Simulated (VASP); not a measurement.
An input for Quantum ESPRESSO's pw.x (written as the equivalent of a VASP run, and not itself run):

```
&CONTROL
  calculation = 'vc-relax'
  pseudo_dir = './pseudo'
  outdir = './out'
  tprnfor = .true.
  tstress = .true.
  nstep = 40
  forc_conv_thr = 0.00078
/
&SYSTEM
  ibrav = 0
  nat = 4
  ntyp = 2
  ecutwfc = 84
  occupations = 'smearing'
  smearing = 'methfessel-paxton'
  degauss = 0.00735
  input_dft = 'pbesol'
/
&ELECTRONS
  conv_thr = 7.3e-08
  electron_maxstep = 100
/
&IONS
/
&CELL
/
ATOMIC_SPECIES
  In 114.818 In.upf
  As 74.922 As.upf
CELL_PARAMETERS angstrom
     4.2998134   -0.0000000   -0.0000000
    -2.1499067    3.7237478    0.0000000
     0.0000000   -0.0000000    7.0494240
ATOMIC_POSITIONS crystal
  In   0.3333330  0.6666670  0.9999724
  In   0.6666670  0.3333330  0.4999724
  As   0.3333330  0.6666670  0.3750276
  As   0.6666670  0.3333330  0.8750276
K_POINTS automatic
  8 8 5 0 0 0
```

### Question
Write the VASP files for the same calculation (PBEsol).

### Answer
This is not unique; one that fits is 
**POSCAR**
```
InAs
1
    4.2998133713    -0.0000000000    -0.0000000000
   -2.1499066856     3.7237477606     0.0000000000
    0.0000000000    -0.0000000000     7.0494240239
In As
2 2
Direct
  0.3333330000   0.6666670000   0.9999724041
  0.6666670000   0.3333330000   0.4999724041
  0.3333330000   0.6666670000   0.3750275959
  0.6666670000   0.3333330000   0.8750275959
```

### INCAR
```
ALGO  =  Normal
EDIFF  =  1E-6
EDIFFG  =  -0.02
ENCUT  =  500
GGA  =  PS
IBRION  =  2
ISIF  =  3
ISMEAR  =  1
LASPH  =  .TRUE.
LCHARG  =  .FALSE.
LMAXMIX  =  4
LREAL  =  .FALSE.
LWAVE  =  .FALSE.
NELM  =  100
NSW  =  40
PREC  =  Accurate
SIGMA  =  0.1
SYSTEM  =  InAs
```

File KPOINTS:
```
kpoints
0
G
8 8 5
```

POTCAR, in this order: In_d As (PBE.64 set). Program: vasp_std.

Limits of the translation: the potentials are each code's own (VASP's PAW set, PseudoDojo norm-conserving files in pw.x), so ENCUT and ecutwfc are chosen apart and not converted; conv_thr bounds pw.x's estimated SCF error, while EDIFF bounds the energy change between steps; forc_conv_thr acts on force components and is met together with etot_conv_thr.

The structure was generated: InAs was put into the wurtzite type (P6_3mc), which need not be its known phase. It was relaxed first.
